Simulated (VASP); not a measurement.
Here is the system:

```yaml
crystal:
  lattice:
    - [4.86832, -8.43217, 0.00000]
    - [4.86832, 8.43217, 0.00000]
    - [0.00000, 0.00000, 10.55628]
  atoms:
    - { symbol: Ga, position: [0.22214, 0.11115, 0.25044] }
    - { symbol: Ga, position: [0.11085, 0.22200, 0.99985] }
    - { symbol: Ga, position: [0.22211, 0.11102, 0.74926] }
    - { symbol: Ga, position: [0.11156, 0.22396, 0.49938] }
    - { symbol: Ga, position: [0.22201, 0.44430, 0.25159] }
    - { symbol: Ga, position: [0.11084, 0.55539, 0.99997] }
    - { symbol: Ga, position: [0.22380, 0.44519, 0.74990] }
    - { symbol: Ga, position: [0.11139, 0.55368, 0.49924] }
    - { symbol: Ga, position: [0.22221, 0.77760, 0.25055] }
    - { symbol: Ga, position: [0.11109, 0.88873, 0.99977] }
    - { symbol: Ga, position: [0.22222, 0.77723, 0.74926] }
    - { symbol: Ga, position: [0.11084, 0.88852, 0.49955] }
    - { symbol: Ga, position: [0.55510, 0.11084, 0.25087] }
    - { symbol: Ga, position: [0.44446, 0.22208, 0.00003] }
    - { symbol: Ga, position: [0.55513, 0.11065, 0.74943] }
    - { symbol: Ga, position: [0.44532, 0.22388, 0.49944] }
    - { symbol: Ga, position: [0.55514, 0.44415, 0.25174] }
    - { symbol: Ga, position: [0.44431, 0.55545, 0.99954] }
    - { symbol: Ga, position: [0.55410, 0.44500, 0.74991] }
    - { symbol: Ga, position: [0.55544, 0.77752, 0.25158] }
    - { symbol: Ga, position: [0.44453, 0.88895, 0.00017] }
    - { symbol: Ga, position: [0.55436, 0.77546, 0.74987] }
    - { symbol: Ga, position: [0.44553, 0.88766, 0.49932] }
    - { symbol: Ga, position: [0.88899, 0.11085, 0.25071] }
    - { symbol: Ga, position: [0.77770, 0.22219, 0.99996] }
    - { symbol: Ga, position: [0.88877, 0.11062, 0.74926] }
    - { symbol: Ga, position: [0.77751, 0.22184, 0.49940] }
    - { symbol: Ga, position: [0.88878, 0.44472, 0.25077] }
    - { symbol: Ga, position: [0.77764, 0.55542, 0.00024] }
    - { symbol: Ga, position: [0.88863, 0.44444, 0.74940] }
    - { symbol: Ga, position: [0.77510, 0.55381, 0.49935] }
    - { symbol: Ga, position: [0.88856, 0.77766, 0.25055] }
    - { symbol: Ga, position: [0.77775, 0.88903, 0.99996] }
    - { symbol: Ga, position: [0.88831, 0.77726, 0.74931] }
    - { symbol: Ga, position: [0.77533, 0.88760, 0.49927] }
    - { symbol: N, position: [0.22183, 0.11062, 0.43861] }
    - { symbol: N, position: [0.11072, 0.22146, 0.18774] }
    - { symbol: N, position: [0.22204, 0.11077, 0.93784] }
    - { symbol: N, position: [0.11083, 0.22188, 0.68850] }
    - { symbol: N, position: [0.21552, 0.44085, 0.43639] }
    - { symbol: N, position: [0.11059, 0.55587, 0.18789] }
    - { symbol: N, position: [0.22112, 0.44385, 0.93919] }
    - { symbol: N, position: [0.11064, 0.55512, 0.68845] }
    - { symbol: N, position: [0.22187, 0.77735, 0.43860] }
    - { symbol: N, position: [0.11101, 0.88878, 0.18823] }
    - { symbol: N, position: [0.22212, 0.77773, 0.93787] }
    - { symbol: N, position: [0.11082, 0.88845, 0.68819] }
    - { symbol: N, position: [0.55482, 0.11053, 0.43893] }
    - { symbol: N, position: [0.44392, 0.22143, 0.18788] }
    - { symbol: N, position: [0.55566, 0.11109, 0.93809] }
    - { symbol: N, position: [0.44422, 0.22175, 0.68862] }
    - { symbol: N, position: [0.55803, 0.44085, 0.43659] }
    - { symbol: N, position: [0.44421, 0.55540, 0.18772] }
    - { symbol: N, position: [0.55592, 0.44391, 0.93923] }
    - { symbol: N, position: [0.44408, 0.55519, 0.69496] }
    - { symbol: N, position: [0.55821, 0.78341, 0.43648] }
    - { symbol: N, position: [0.44401, 0.88905, 0.18795] }
    - { symbol: N, position: [0.55595, 0.77858, 0.93921] }
    - { symbol: N, position: [0.44435, 0.88864, 0.68851] }
    - { symbol: N, position: [0.88873, 0.11048, 0.43880] }
    - { symbol: N, position: [0.77769, 0.22220, 0.18839] }
    - { symbol: N, position: [0.88868, 0.11114, 0.93786] }
    - { symbol: N, position: [0.77757, 0.22197, 0.68820] }
    - { symbol: N, position: [0.88849, 0.44438, 0.43878] }
    - { symbol: N, position: [0.77810, 0.55588, 0.18800] }
    - { symbol: N, position: [0.88865, 0.44425, 0.93806] }
    - { symbol: N, position: [0.77730, 0.55510, 0.68855] }
    - { symbol: N, position: [0.88863, 0.77736, 0.43859] }
    - { symbol: N, position: [0.77828, 0.88913, 0.18778] }
    - { symbol: N, position: [0.88897, 0.77776, 0.93798] }
    - { symbol: N, position: [0.77753, 0.88860, 0.68845] }
    - { symbol: Zn, position: [0.44395, 0.55511, 0.50100] }
```
Cell charge -1.

All values below come from HSE06 screened hybrid, VASP's PBE PAW potentials (set 64) (plane waves; VASP 6.6.1). Run with PREC = Normal, LREAL = Auto, ISYM = 0, NELECT = 298.0, EDIFF = 1E-5, 400 eV cut-off, 1×1×1 Γ-centred mesh, Gaussian smearing of 0.050 eV, potentials Ga N Zn.

The cell is charged, with a uniform compensating background. The supercell is sampled at Γ alone, which is coarse: total energies, pressure and levels can be off, energies of defects by several tenths of an eV.

Problem. What does the run give for the energy per atom (σ→0)?

Solution. 
| Quantity | Value |
|---|---|
| energy per atom (σ→0) | -7.233 eV/atom |

The absolute energy has meaning only against runs of the same code, potentials and settings.

The cell is a supercell with a defect, built from GaN (wurtzite): Zn_Ga, charge -1. The cell's shape comes from a PBE relaxation. The run is not spin-polarised, so no state with unpaired spins was tried.
